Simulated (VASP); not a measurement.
## SrIr2: structure and properties in VASP

Aim: relax SrIr2 with rev-vdW-DF2, compute its properties on that cell and hold them against experiment. The steps: relaxing cell and atoms (rev-vdW-DF2), single point with fields (rev-vdW-DF2), bands along the symmetry lines (rev-vdW-DF2), density of states (rev-vdW-DF2), zone-centre phonons (rev-vdW-DF2), volume scan with rev-vdW-DF2 and fit for rev-vdW-DF2. The start is a cell from a database of measured crystal structures.

Calculated with VASP 6.6.1; rev-vdW-DF2; plane waves and PAW (Sr_sv, Ir).

The experiments to compare with:

For SrIr2, cubic Laves phase C15 (MgCu2 type) (bulk crystal), “Strong-coupling superconductivity of SrIr2 and SrRh2: Phonon engineering of metallic Ir and Rh” (2021, arxiv:2108.03692) quotes earlier work: bulk modulus (K0, quoted from earlier experiment) 148.7 GPa [literature value quoted in the paper's theory part].

This is a report of a sequence of runs, with most program output left out.

The database entry behind the starting cell differs from later determinations by our own check (an axis about 1.2 % short against later determinations), so it need not match the best structure at ambient conditions.

## (1) The starting structure

Before any relaxation, the start is as follows. Symmetry: Fd-3m, No. 227, cubic system. The conventional cell has a = 7.700 Å, b = 7.700 Å, c = 7.700 Å, α = 90.00°, β = 90.00°, γ = 90.00°. Nearest to Sr lie 12 Ir at 3.19 Å and 4 Sr at 3.33 Å. Nearest to Ir lie 6 Ir at 2.72 Å and 6 Sr at 3.19 Å. Farther neighbours are not listed.

Structure file:

```xyz
6
Lattice="0.0000 3.8500 3.8500 3.8500 0.0000 3.8500 3.8500 3.8500 0.0000" Properties=species:S:1:pos:R:3 pbc="T T T"
Sr    0.0000    0.0000    0.0000
Sr    1.9250    1.9250    1.9250
Ir    4.8125    4.8125    4.8125
Ir    4.8125    2.8875    2.8875
Ir    2.8875    2.8875    4.8125
Ir    2.8875    4.8125    2.8875
```

## (2) Relaxing cell and atoms (rev-vdW-DF2)

The start need not lie at this functional's minimum. ISIF = 3 frees volume, shape and positions, and EDIFFG sets the threshold on forces and stress at which the search stops. rev-vdW-DF2 revises the exchange of vdW-DF2 for solids. LUSE_VDW switches on a nonlocal correlation term for dispersion.

Input file INCAR:

```
SYSTEM = SrIr2
PREC = Accurate
ENCUT = 400
EDIFF = 1E-06
NELM = 100
ISMEAR = 1
SIGMA = 0.2
LREAL = .FALSE.
ALGO = Normal
GGA = MK
AGGAC = 0
LUSE_VDW = .TRUE.
PARAM1 = 0.1234
PARAM2 = 0.711357
ZAB_VDW = -1.8867
LASPH = .TRUE.
NBANDS = 34
LORBIT = 11
LWAVE = .FALSE.
LCHARG = .FALSE.
KPAR = 4
IBRION = 2
NSW = 60
ISIF = 3
EDIFFG = -0.01
```

Input file POSCAR:

```
SrIr2
1.0
    0.0000000000      3.8500000000      3.8500000000
    3.8500000000      0.0000000000      3.8500000000
    3.8500000000      3.8500000000      0.0000000000
Sr Ir
2 4
Direct
    0.0000000000      0.0000000000      0.0000000000
    0.2500000000      0.2500000000      0.2500000000
    0.6250000000      0.6250000000      0.6250000000
    0.1250000000      0.6250000000      0.6250000000
    0.6250000000      0.6250000000      0.1250000000
    0.6250000000      0.1250000000      0.6250000000
```

Input file KPOINTS:

```
Automatic mesh
0
Gamma
5 5 5
0 0 0
```

Potentials, in the order of the species: Sr_sv and Ir (PBE family, release 64).

Launch:

```console
> mpirun -np 4 vasp_std
```

Elapsed: 3.3 min, on 4 MPI ranks of Intel Xeon 6975P-C (Granite Rapids), shared host; peak memory 1.9 GiB.

The k-mesh is coarse for a metal. The PAW data sets were made with PBE, which is usual practice but a small mismatch for other functionals. The run keeps the 48 symmetry operations of its start, so it cannot find a distortion of lower symmetry.

Little changed from the start: no atom moved by 0.005 Å and no cell edge by 0.1 %.

Numbers from this step:

```
electrons                       : 56
bands                           : 34
irreducible k-points            : 10
symmetry operations             : 48
free energy (TOTEN)             : -28.24 eV
energy at zero smearing         : -28.24 eV
Fermi energy                    : 5.912 eV
pressure                        : 0.02028 GPa
metallic                        : yes
SCF cycles over all ionic steps : 37
```

It ends with forces that vanish by symmetry and a pressure of 0.02 GPa. The volume lies +0.3 % from that of the database's start.

## (3) Single point with fields (rev-vdW-DF2)

A single point on the relaxed cell gives a clean self-consistent state, with density, ELF and potential written out.

Changes to INCAR since step 2:

```diff
@@ -19,7 +19,5 @@
 LWAVE = .FALSE.
-LCHARG = .FALSE.
-KPAR = 4
-IBRION = 2
-NSW = 60
-ISIF = 3
-EDIFFG = -0.01
+LCHARG = .TRUE.
+ISIF = 2
+LELF = .TRUE.
+LVHAR = .TRUE.
```

Changes to POSCAR since step 2:

```diff
@@ -2,5 +2,5 @@
 1.0
-    0.0000000000      3.8500000000      3.8500000000
-    3.8500000000      0.0000000000      3.8500000000
-    3.8500000000      3.8500000000      0.0000000000
+    0.0000000000      3.8534166013      3.8534166013
+    3.8534166013      0.0000000000      3.8534166013
+    3.8534166013      3.8534166013      0.0000000000
 Sr Ir
```

KPOINTS is that of step 2.

Launch:

```console
> mpirun -np 4 vasp_std
```

Wall time 23 s (4 MPI ranks); peak memory 1 GiB; 88 s of CPU time.

Numbers from this step:

| Item | Value |
| --- | --- |
| SCF cycles | 13 |
| bands | 36 |
| Fermi energy | 5.913 eV |
| pressure | 0.006136 GPa |

Valence electrons inside each PAW sphere by angular momentum. Sphere charges, by row:

```
atom  s (e)  p (e)  d (e)  tot (e)
 Sr1  2.036  5.762  0.333    8.132
 Sr2  2.036  5.762  0.333    8.132
 Ir3  0.727  0.478  7.023    8.228
 Ir4  0.727  0.478  7.023    8.228
 Ir5  0.727  0.478  7.023    8.228
 Ir6  0.727  0.478  7.023    8.228
```

ELF in the ac plane of a cell with a along [110], b along [-110] and c along [001] of the cube at fractional y = 0.000, with atoms of Sr and Ir within 0.2 Å of it. It is the smooth field of the valence electrons, not physical close to the nuclei.

Values, 11 rows by 16 columns, each cell a mean:
```
0.34 0.33 0.28 0.19 0.19 0.26 0.32 0.35 0.34 0.33 0.28 0.19 0.19 0.26 0.32 0.35
0.37 0.29 0.18 0.58 0.63 0.26 0.24 0.36 0.37 0.29 0.18 0.58 0.63 0.26 0.24 0.36
0.30 0.20 0.39 0.74 0.70 0.55 0.16 0.30 0.30 0.20 0.39 0.74 0.70 0.55 0.16 0.30
0.21 0.09 0.27 0.73 0.76 0.41 0.06 0.18 0.21 0.09 0.27 0.73 0.76 0.41 0.06 0.18
0.75 0.41 0.07 0.19 0.21 0.08 0.26 0.74 0.75 0.41 0.07 0.19 0.21 0.08 0.26 0.74
0.70 0.56 0.16 0.30 0.31 0.20 0.39 0.73 0.70 0.56 0.16 0.30 0.31 0.20 0.39 0.73
0.65 0.25 0.24 0.36 0.37 0.29 0.19 0.59 0.65 0.25 0.24 0.36 0.37 0.29 0.19 0.59
0.18 0.26 0.32 0.35 0.34 0.33 0.28 0.20 0.18 0.26 0.32 0.35 0.34 0.33 0.28 0.20
0.34 0.29 0.19 0.31 0.32 0.23 0.24 0.34 0.34 0.29 0.19 0.31 0.32 0.23 0.24 0.34
0.32 0.06 0.03 0.27 0.32 0.06 0.03 0.27 0.32 0.06 0.03 0.27 0.32 0.06 0.03 0.27
0.32 0.22 0.24 0.35 0.34 0.28 0.19 0.31 0.32 0.22 0.24 0.35 0.34 0.28 0.19 0.31
```
Columns run along a (10.9 Å), rows up along c (7.7 Å), edges of the conventional cell, whose origin can differ from the input's. Atoms in or near the plane, at fractional coordinates: Sr at (0.00, 0.50), Sr at (0.50, 0.50), Sr at (0.25, 0.75), Sr at (0.75, 0.75), Ir at (0.13, 0.13), Ir at (0.63, 0.13), Ir at (0.38, 0.13), Ir at (0.88, 0.13).

Electrostatic potential energy in the ac plane of a cell with a along [110], b along [-110] and c along [001] of the cube at fractional y = 0.000, with atoms of Sr and Ir within 0.2 Å of it. With pseudopotentials it is smooth inside the atoms' cores, unlike the true potential.

Ten even steps from '0' (-46 eV) to '9' (2 eV), each cell a mean:
```
9999999999999999999999999999999
9999999889999999999999989999999
9999987777899999999998777899999
9999976556799999999987656789999
9999875445789999999976444679999
9999875445789999999976444679999
9999876556789999999987556789999
7889987777899887789988777889987
6678999889998766678999989999876
4568999999998654467999999998764
3568999999998643457999999998754
5578999999998755567999999999765
6789999999999876678999999999876
8899999999999988899999999999998
9999999999999999999999999999999
9987789999877899997778999877799
9852247997422589963225898522369
9620015885100269840003797300048
8610015885000168830002797200048
9731137996311479852125898521268
9975578998755799986568999865689
```
Columns run along a (10.9 Å; values clipped at the 3rd and 97th percentile), rows up along c (7.7 Å), edges of the conventional cell, whose origin can differ from the input's. Atoms in or near the plane, at fractional coordinates: Sr at (0.00, 0.50), Sr at (0.50, 0.50), Sr at (0.25, 0.75), Sr at (0.75, 0.75), Ir at (0.13, 0.13), Ir at (0.63, 0.13), Ir at (0.38, 0.13), Ir at (0.88, 0.13).

Valence density in the ac plane of a cell with a along [110], b along [-110] and c along [001] of the cube at fractional y = 0.000, with atoms of Sr and Ir within 0.2 Å of it. It is the smooth field of the valence electrons, not physical close to the nuclei.

Ten even steps from '0' (0.1 e/Å³) to '9' (3.4 e/Å³), each cell a mean:
```
0000000000000000000000000000000
0000000000000000000000000000000
0000001221000000000000121000000
0000013663100000000002565200000
0000026996200000000014898410000
0000026996200000000014898410000
0000014664100000000002565200000
1000001221000001100000121000001
5310000000000135420000000000024
9730000000000379851000000000158
9730000000000389951000000000159
7520000000000257731000000000137
3200000000000023210000000000012
0000000000000000000000000000000
0000000000000000000000000000000
0011110000111100001111000111100
0134431001344210023432101234320
1146642112466411125653111356521
1246642112466421135763111367531
0134531001354310124542101245421
0012210001222100012221000122210
```
Columns run along a (10.9 Å), rows up along c (7.7 Å), edges of the conventional cell, whose origin can differ from the input's. Atoms in or near the plane, at fractional coordinates: Sr at (0.00, 0.50), Sr at (0.50, 0.50), Sr at (0.25, 0.75), Sr at (0.75, 0.75), Ir at (0.13, 0.13), Ir at (0.63, 0.13), Ir at (0.38, 0.13), Ir at (0.88, 0.13).

In this run the pressure is 0.01 GPa, small enough to go on.

## (4) Bands along the symmetry lines (rev-vdW-DF2)

Levels along the symmetry lines show where the bands peak and cross; KPOINTS_OPT computes them in the converged potential.

Changes to INCAR since step 3:

```diff
@@ -16,8 +16,6 @@
 LASPH = .TRUE.
-NBANDS = 34
+NBANDS = 44
 LORBIT = 11
 LWAVE = .FALSE.
-LCHARG = .TRUE.
-ISIF = 2
-LELF = .TRUE.
-LVHAR = .TRUE.
+LCHARG = .FALSE.
+KPAR = 4
```

POSCAR is that of step 3.

KPOINTS is that of step 3.

Input file KPOINTS_OPT:

```
Line mode
16
Line-mode
Reciprocal
  0.00000000   0.00000000   0.00000000 GAMMA
  0.50000000   0.00000000   0.50000000 X

  0.50000000   0.00000000   0.50000000 X
  0.50000000   0.25000000   0.75000000 W

  0.50000000   0.25000000   0.75000000 W
  0.37500000   0.37500000   0.75000000 K

  0.37500000   0.37500000   0.75000000 K
  0.00000000   0.00000000   0.00000000 GAMMA

  0.00000000   0.00000000   0.00000000 GAMMA
  0.50000000   0.50000000   0.50000000 L

  0.50000000   0.50000000   0.50000000 L
  0.62500000   0.25000000   0.62500000 U

  0.62500000   0.25000000   0.62500000 U
  0.50000000   0.25000000   0.75000000 W

  0.50000000   0.25000000   0.75000000 W
  0.50000000   0.50000000   0.50000000 L

  0.50000000   0.50000000   0.50000000 L
  0.37500000   0.37500000   0.75000000 K

  0.62500000   0.25000000   0.62500000 U
  0.50000000   0.00000000   0.50000000 X
```

Launch:

```console
> mpirun -np 4 vasp_std
```

The job ended after 1.7 min (4 MPI ranks; peak memory 1.9 GiB).

Spin-orbit coupling is off here; with elements this heavy it splits and shifts levels by tenths of an eV or more.

This step gave:

```yaml
bands: 44
pressure: 0.008212 GPa
```

Electronic bands along the path, in eV, zero at the Fermi level; # counts the bands kept:

```
          point    #17    #18    #19    #20    #21    #22   #23   #24
              Γ  -0.18  -0.18   0.90   0.90   1.35   1.42  1.42  1.42
0.53 of the way  -0.75  -0.75  -0.25   0.26   0.26   0.44  1.19  2.15
              X  -1.56  -1.56  -0.29  -0.29  -0.17  -0.17  1.89  1.89
0.47 of the way  -1.28  -1.28  -0.49  -0.49   0.03   0.03  1.80  1.80
              W  -0.83  -0.83  -0.77  -0.77   0.29   0.29  1.56  1.56
0.47 of the way  -1.03  -0.92  -0.76  -0.60   0.11   0.35  1.37  1.96
              K  -1.31  -1.07  -0.69  -0.56  -0.01   0.30  1.30  2.33
0.47 of the way  -0.55  -0.42  -0.29   0.12   0.45   0.87  1.19  2.47
              Γ  -0.18  -0.18   0.90   0.90   1.35   1.42  1.42  1.42
0.53 of the way  -0.31  -0.27  -0.27   0.21   0.21   1.52  2.11  2.11
              L  -0.41  -0.41  -0.36   0.02   0.02   1.94  2.24  2.60
0.47 of the way  -0.66  -0.52  -0.46  -0.24   0.02   1.24  1.34  2.62
              U  -1.31  -1.07  -0.69  -0.56  -0.01   0.30  1.30  2.33
0.47 of the way  -1.07  -0.94  -0.75  -0.59   0.09   0.34  1.36  2.03
              W  -0.83  -0.83  -0.77  -0.77   0.29   0.29  1.56  1.56
0.47 of the way  -0.87  -0.57  -0.55  -0.47   0.03   0.87  1.37  2.31
              L  -0.41  -0.41  -0.36   0.02   0.02   1.94  2.24  2.60
0.47 of the way  -0.66  -0.52  -0.46  -0.24   0.02   1.24  1.34  2.62
              K  -1.31  -1.07  -0.69  -0.56  -0.01   0.30  1.30  2.33
      jump to U  -1.31  -1.07  -0.69  -0.56  -0.01   0.30  1.30  2.33
0.47 of the way  -1.48  -1.36  -0.46  -0.41  -0.12   0.04  1.67  2.03
              X  -1.56  -1.56  -0.29  -0.29  -0.17  -0.17  1.89  1.89
```

Of the projections kept (Sr, Ir), the largest for each band there; the rest of the weight can lie on other orbitals:

```
point      #17      #18      #19      #20      #21      #22      #23      #24
    Γ  Ir 0.98  Ir 0.98  Sr 0.52  Sr 0.52  Ir 0.99  Ir 0.66  Ir 0.66  Ir 0.66
    X  Ir 0.94  Ir 0.94  Ir 0.99  Ir 0.99  Ir 0.99  Ir 0.99  Ir 0.71  Ir 0.71
    W  Ir 0.97  Ir 0.97  Ir 0.94  Ir 0.94  Ir 1.00  Ir 1.00  Ir 0.93  Ir 0.93
    K  Ir 0.97  Ir 0.95  Ir 0.98  Ir 0.97  Ir 1.00  Ir 1.00  Ir 0.95  Ir 0.72
    Γ  Ir 0.98  Ir 0.98  Sr 0.52  Sr 0.52  Ir 0.99  Ir 0.66  Ir 0.66  Ir 0.66
    L  Ir 0.99  Ir 0.99  Ir 1.00  Ir 1.00  Ir 1.00  Ir 0.87  Ir 1.00  Ir 0.59
```

There is no gap at this level.

## (5) Density of states (rev-vdW-DF2)

A density of states needs more k-points than a total energy; ISMEAR = -5 takes tetrahedra, and LORBIT projects the states on the PAW spheres. The mesh is finer than in the run before.

Changes to INCAR since step 4:

```diff
@@ -5,3 +5,3 @@
 NELM = 100
-ISMEAR = 1
+ISMEAR = -5
 SIGMA = 0.2
@@ -21 +21,2 @@
 KPAR = 4
+NEDOS = 2001
```

POSCAR is that of step 4.

Input file KPOINTS:

```
Automatic mesh
0
Gamma
8 8 8
0 0 0
```

Launch:

```console
> mpirun -np 4 vasp_std
```

It took 57 s on 4 MPI ranks; peak memory 2.1 GiB; 3.7 min of CPU time.

With tetrahedra the forces and stress of a metal are not exact derivatives of the energy.

Numbers from this step:

```yaml
irreducible_k_points: 29
free_energy_toten: -28.26 eV
fermi_energy: 5.922 eV
pressure: -0.06120 GPa
dos_at_the_fermi_level: 9.422 states/eV/cell
```

The density of states has structure finer than the step of the table below, so its rows give means over 0.5 eV, whole bins alone (the curve runs from -12.0 to 2.18 eV). Peaks (eV: height): total -3.52: 11.2, -3.23: 14.4, -2.87: 12.6, -0.49: 14.9; Ir d -3.23: 10.6, -2.87: 9.21, -0.49: 12.5, 0.02: 9.26; Ir p -2.87: 0.591, -2.29: 0.621, -2.00: 0.702, 1.32: 1.20; Ir s -6.70: 0.701, -4.96: 1.05, -3.88: 0.930, -3.59: 0.583; Sr d -3.23: 0.241, -2.87: 0.230, -0.56: 0.242, 1.24: 0.365.

States under -12.0 eV and over 2.2 eV are left out. Density of states against energy, zero at the Fermi level; means over each step; values in states/eV/cell:

```
energy (eV)   total    Ir d     Ir p    Ir s     Sr d     Sr p     Sr s
       -8.5       0       0        0       0        0        0        0
       -8.0  0.0930  0.0233  0.00111  0.0507        0   4.4e-4  0.00126
       -7.5   0.436   0.119   0.0127   0.225   2.5e-4  0.00424  0.00449
       -7.0   0.875   0.271   0.0422   0.416  0.00165   0.0128  0.00501
       -6.5    1.43   0.483   0.0925   0.632  0.00549   0.0237  0.00345
       -6.0    1.05   0.353   0.0858   0.437  0.00687   0.0166  0.00122
       -5.5   0.370   0.134   0.0314   0.139  0.00446  0.00496   2.7e-4
       -5.0    3.49    1.92    0.157   0.782   0.0502   0.0229   0.0137
       -4.5    4.39    2.83    0.143   0.599   0.0517   0.0269   0.0350
       -4.0    6.36    4.31    0.282   0.531   0.0621   0.0566   0.0666
       -3.5    8.28    6.09    0.254   0.364    0.109   0.0916   0.0693
       -3.0    9.68    7.06    0.444   0.322    0.155    0.130   0.0513
       -2.5    7.89    5.54    0.408   0.335    0.177    0.126   0.0167
       -2.0    7.74    5.25    0.552   0.304    0.167    0.123   0.0347
       -1.5    7.93    5.59    0.509   0.241    0.194    0.119   0.0199
       -1.0    6.58    4.85    0.336   0.205    0.150   0.0932   0.0102
       -0.5    11.1    9.24    0.372   0.142    0.174   0.0577  0.00553
        0.0    5.56    4.76    0.267  0.0424   0.0593   0.0105  0.00120
        0.5    2.36    1.76    0.249  0.0225   0.0560  0.00933  0.00251
        1.0    3.07    1.71    0.503  0.0511    0.149   0.0304   0.0353
        1.5    3.58    1.83    0.611  0.0582    0.203   0.0473   0.0535
```

The finer mesh and the other smearing move the Fermi level by +0.01 eV from the 5×5×5 run, a small shift, which tests the Fermi level alone. Of the states within 0.3 eV of the Fermi level, the largest shares in the PAW spheres are Ir d 86 %. The rest lies in smaller channels or between the spheres.

## (6) Zone-centre phonons (rev-vdW-DF2)

Zone-centre modes test whether the atoms sit at a minimum within this cell. IBRION = 6 takes the force constants from differences of forces between displaced cells, so the forces must be tight.

Input file INCAR:

```
SYSTEM = SrIr2
PREC = Accurate
ENCUT = 400
EDIFF = 1E-08
NELM = 100
ISMEAR = 1
SIGMA = 0.2
LREAL = .FALSE.
ALGO = Normal
GGA = MK
AGGAC = 0
LUSE_VDW = .TRUE.
PARAM1 = 0.1234
PARAM2 = 0.711357
ZAB_VDW = -1.8867
LASPH = .TRUE.
NBANDS = 34
LORBIT = 11
LWAVE = .FALSE.
LCHARG = .FALSE.
KPAR = 4
IBRION = 6
NFREE = 2
POTIM = 0.015
ISIF = 2
NSW = 1
```

POSCAR is that of step 5.

Input file KPOINTS:

```
Automatic mesh
0
Gamma
7 7 7
0 0 0
```

Launch:

```console
> mpirun -np 4 vasp_std
```

The job ended after 6.2 min (4 MPI ranks; peak memory 2.6 GiB).

The last energy, forces, stress and levels in OUTCAR belong to the last displaced cell, not to the cell of POSCAR.

This step gave:

* bands: 34
* irreducible k-points: 20
* pressure of the cell: -0.05663 GPa
* largest force of the cell: 0 eV/Å

The modes at Γ (shares of kinetic energy by element, %):

```
mode  frequency (cm⁻¹)  symmetry  Sr %  Ir %
   1              -0.1  acoustic    19    81
   2              -0.1  acoustic    19    81
   3              -0.1  acoustic    19    81
   4              24.8       T1u     9    91
   5              24.8       T1u     9    91
   6              24.8       T1u     9    91
   7              59.9        Eu     0   100
   8              59.9        Eu     0   100
   9              92.9       T2u     0   100
  10              92.9       T2u     0   100
  11              92.9       T2u     0   100
  12             153.8       T1u    72    28
  13             153.8       T1u    72    28
  14             153.8       T1u    72    28
  15             166.9       T2g   100     0
  16             166.9       T2g   100     0
  17             166.9       T2g   100     0
  18             192.5       A2u     0   100
```

Displacements in mode 6 (24.8 cm⁻¹), the largest set to 1:
```
Sr1 -0.01 -0.17 -0.77
Sr2 -0.01 -0.17 -0.77
Ir3  1.00  0.87  0.37
Ir4 -0.99  0.84  0.35
Ir5 -0.63 -0.77 -0.01
Ir6  0.64 -0.79  0.01
```

Displacements in mode 17 (166.9 cm⁻¹), the largest set to 1:
```
Sr1  0.21  0.02 -1.00
Sr2 -0.21 -0.02  1.00
Ir3  0.00  0.00  0.00
Ir4  0.00  0.00  0.00
Ir5  0.00  0.00  0.00
Ir6  0.00  0.00  0.00
```

The three acoustic modes lie within 0.1 cm⁻¹ of zero, and all others are real. By the characters of their eigenvectors the optical modes sort into (cm⁻¹) Raman active: T2g 167; infrared active: T1u 25, T1u 154; silent: Eu 60, T2u 93, A2u 192. With a centre of inversion no mode is active in both.

## (7) Volume scan with rev-vdW-DF2

An equation of state needs energies on both sides of the minimum, all on one mesh and cutoff.

Changes to INCAR since step 6:

```diff
@@ -3,3 +3,3 @@
 ENCUT = 400
-EDIFF = 1E-08
+EDIFF = 1E-06
 NELM = 100
@@ -21,6 +21,2 @@
 KPAR = 4
-IBRION = 6
-NFREE = 2
-POTIM = 0.015
 ISIF = 2
-NSW = 1
```

Changes to POSCAR since step 6:

```diff
@@ -2,5 +2,5 @@
 1.0
-    0.0000000000      3.8534166013      3.8534166013
-    3.8534166013      0.0000000000      3.8534166013
-    3.8534166013      3.8534166013      0.0000000000
+    0.0000000000      3.7747533737      3.7747533737
+    3.7747533737      0.0000000000      3.7747533737
+    3.7747533737      3.7747533737      0.0000000000
 Sr Ir
```

Input file KPOINTS:

```
Automatic mesh
0
Gamma
5 5 5
0 0 0
```

Launch:

```console
> mpirun -np 4 vasp_std
```

Run time: 61 s. Hardware: 4 MPI ranks; peak memory 1.9 GiB; 4 min of CPU time.

The scan keeps the cell's shape and the fractional positions fixed.

Numbers from this step:

```yaml
scf_cycles: 14
irreducible_k_points: 10
free_energy_toten: -28.01 eV
energy_at_zero_smearing: -28.01 eV
fermi_energy: 6.579 eV
pressure: 11.38 GPa
```

The pressure here is 11.38 GPa.

## (8) Volume scan with rev-vdW-DF2 (run 2)

INCAR is that of step 7.

Changes to POSCAR since step 7:

```diff
@@ -2,5 +2,5 @@
 1.0
-    0.0000000000      3.7747533737      3.7747533737
-    3.7747533737      0.0000000000      3.7747533737
-    3.7747533737      3.7747533737      0.0000000000
+    0.0000000000      3.8013370198      3.8013370198
+    3.8013370198      0.0000000000      3.8013370198
+    3.8013370198      3.8013370198      0.0000000000
 Sr Ir
```

KPOINTS is that of step 7.

Launch:

```console
> mpirun -np 4 vasp_std
```

Wall time 66 s (4 MPI ranks); peak memory 1.9 GiB; 4.3 min of CPU time.

Numbers from this step:

| Item | Value |
| --- | --- |
| SCF cycles | 13 |
| free energy (TOTEN) | -28.15 eV |
| energy at zero smearing | -28.14 eV |
| Fermi energy | 6.347 eV |
| pressure | 7.147 GPa |

The pressure falls from 11.38 to 7.15 GPa.

The run ends at a pressure of 7.15 GPa.

(Continued in part 2 of 2.)

[Lines on the potential files, build, host, timing and source positions are cut from VASP's logs without a mark.]

[Logs are printed without paths, hosts, clocks, repeated set-up lines and the standing remarks that a program may print on its own settings, such as how far it seeks lower states.]

[Hosts, paths, dates, database ids (printed as entryN), source tags and the programs' standing remarks are cut or masked in the printed files.]

[A measured line is paired with the nearest computed mode of its activity, which favours agreement.]

[In band tables of VASP the shares of atoms and orbitals are scaled to a sum of 1 inside the atoms' spheres.]
